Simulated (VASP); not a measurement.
Here is the system:

```
HgZn3Se4
1.0
    5.75921     0.00000     0.00000
    0.00000     5.75921     0.00000
    0.00000     0.00000     5.75921
Zn Se Hg
3 4 1
Cartesian
  5.75921   5.75921   0.00000
  2.87960   2.87960   5.75921
  2.87960   5.75921   2.87960
  1.51554   1.36406   1.36406
  4.24367   4.39515   1.36406
  4.24367   1.36406   4.39515
  1.51554   4.39515   4.39515
  5.75921   2.87960   2.87960
```

All values below come from PBEsol GGA, VASP's PBE PAW potentials (set 64) (plane waves; VASP 6.6.1). Run with 400 eV cut-off, 5×5×5 Γ-centred mesh, tetrahedra with Blöchl corrections, potentials Zn Se Hg.

The cores are frozen, which limits the accuracy of field gradients.

Task: Give the principal components of the electric field gradient (V/Å²) and the asymmetry η at each nucleus.

Result: 
```json
[
 {"atom": "Zn1", "Vxx": "7.3", "Vyy": "7.3", "Vzz": "-14.6", "η": "0.00"},
 {"atom": "Zn2", "Vxx": "7.3", "Vyy": "7.3", "Vzz": "-14.6", "η": "0.00"},
 {"atom": "Zn3", "Vxx": "7.3", "Vyy": "7.3", "Vzz": "-14.6", "η": "0.00"},
 {"atom": "Se4", "Vxx": "-9.4", "Vyy": "-9.4", "Vzz": "18.7", "η": "0.00"},
 {"atom": "Se5", "Vxx": "-9.4", "Vyy": "-9.4", "Vzz": "18.7", "η": "0.00"},
 {"atom": "Se6", "Vxx": "-9.4", "Vyy": "-9.4", "Vzz": "18.7", "η": "0.00"},
 {"atom": "Se7", "Vxx": "-9.4", "Vyy": "-9.4", "Vzz": "18.7", "η": "0.00"},
 {"atom": "Hg8", "Vxx": "0.0", "Vyy": "0.0", "Vzz": "0.0", "η": "-"}
]
```

The structure was generated: HgZn3Se4 was put into an ordered model structure (P-43m), which need not be its known phase. It was relaxed first.
